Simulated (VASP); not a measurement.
Input:

```yaml
crystal:
  lattice:
    - [0.00000, 1.95547, 1.95547]
    - [1.95547, 0.00000, 1.95547]
    - [1.95547, 1.95547, 0.00000]
  atoms:
    - { symbol: Ir, position: [0.00000, 0.00000, 0.00000] }
```

Level of theory: PBE GGA, VASP's PBE PAW potentials (set 64) (plane waves; VASP). Run with 480 eV cut-off, 16×16×16 Γ-centred mesh, first-order Methfessel-Paxton smearing of 0.10 eV, potentials Ir.

Q: Give the stress tensor in GPa (positive for a compressed cell).

A: 
```
-9.43   0.00   0.00
 0.00  -9.43   0.00
 0.00   0.00  -9.43
```
The pressure is its mean diagonal, -9.43 GPa.

The compound is Ir in the fcc structure. This cell was strained or had an atom moved on purpose.
